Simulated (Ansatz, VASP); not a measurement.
ReS: VASP beside Ansatz

File INCAR:

```
PREC = Accurate
ENCUT = 600
EDIFF = 1E-7
ISMEAR = 0
SIGMA = 0.1
LREAL = F
LASPH = T
NELM = 60
ALGO = Normal
ISIF = 3
LWAVE = F
LCHARG = F
GGA = PS
IBRION = 2
NSW = 100
EDIFFG = -0.05
```

File KPOINTS:

```
regular mesh
0
Gamma
  8 8 8
```

POSCAR

```
ReS
1.0
    0.0000000000      2.5152718246      2.5152718246
    2.5152718246      0.0000000000      2.5152718246
    2.5152718246      2.5152718246      0.0000000000
Re S
1 1
Direct
    0.0000000000      0.0000000000      0.0000000000
    0.2500000000      0.2500000000      0.2500000000
```

Input for Ansatz:

```yaml
crystal:
  lattice:
    - [0.0, 2.5152718246, 2.5152718246]
    - [2.5152718246, 0.0, 2.5152718246]
    - [2.5152718246, 2.5152718246, 0.0]
  atoms:
    - { symbol: Re, position: [0.0, 0.0, 0.0] }
    - { symbol: S, position: [0.25, 0.25, 0.25] }
basis:
  ecutwfc: 420
kpoints:
  mp_grid: { grid: [8, 8, 8] }
hamiltonian:
  xc: pbesol
scf:
  occupations: { method: gaussian, width: 0.1 }
output:
  forces: true
  stress: true
  eigenvalues: true
relax:
  adjacent_minimum: "off"
  f_tol: 0.05
  max_steps: 80
  cell: { stress_tol: 0.5 }
```

The cell was built by a generator and needn't be a form met in nature.

Alike in both runs: task relaxation of cell and atoms; functional PBEsol; k mesh 8 × 8 × 8; occupations gaussian, width 0.1 eV; no spin polarisation.

|  | VASP | Ansatz |
| --- | --- | --- |
| version | VASP 6.6.1 | Ansatz 0.2.0 |
| potentials or method | VASP PAW PBE potentials, release 64 (Re, S) | scalar-relativistic, plane waves, PAW |
| plane-wave cutoff (eV) | 600 | 420 |
| valence electrons in the cell | 13 | 21 |

```tsv
	VASP	Ansatz	Ansatz less VASP
gap on the k mesh at the Fermi level, each at its own relaxed structure (eV)	none	none	-
relaxed volume (Å³/atom)	17.59	17.42	-0.169
relaxed cell length with the largest relative difference (Å)	3.678	3.666	-0.0118
energy change over the relaxation (meV/atom)	-117	-91	+25.3
```

A gap of «none» marks a metal or a gap that the smearing closes. The two sets of potentials don't hold the same shells in valence.

Caveats: the PAW data sets were made with another functional, which shifts forces and pressure a little (VASP). The runs have no spin-orbit coupling, so splittings on Re are missing.
